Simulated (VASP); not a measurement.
Runs of VASP 6.6.1 on Al. Symmetry: Fm-3m, No. 225, cubic system. The conventional cell has a = 4.037 Å, b = 4.037 Å, c = 4.037 Å, α = 90.00°, β = 90.00°, γ = 90.00°. Al (site symmetry m-3m) has 12 Al at 2.85 Å as nearest neighbours. 

```tsv
task	cell	gap on the mesh (eV)	pressure (GPa)
single point	as given	none	0.0
single point	a relaxed cell with its volume scaled by 0.91	none	(a)
single point	a relaxed cell with its volume scaled by 1.03	none	-1.9
relaxation of cell and atoms	relaxed	none	0.0
single point	a relaxed cell with its volume scaled by 1.06	none	-3.5
single point	a relaxed cell with its volume scaled by 0.97	none	2.4
single point	a relaxed cell with its volume scaled by 1.09	none	-4.9
single point	a relaxed cell with its volume scaled by 0.94	none	(b)
```

Alike in all rows: level PBE; potentials or basis VASP PAW PBE potentials, release 64 (Al); no spin polarisation; k mesh 10 × 10 × 10; cutoff (eV) 520; smearing gaussian 0.1 eV.

**Question.** Estimate the missing entries.

**Answer.** (a) 8.7; (b) 5.2.

Caveats: the relaxation stopped at its first step, so nothing moved (some runs).

A gap of «none» marks a metal or a gap under the smearing width.
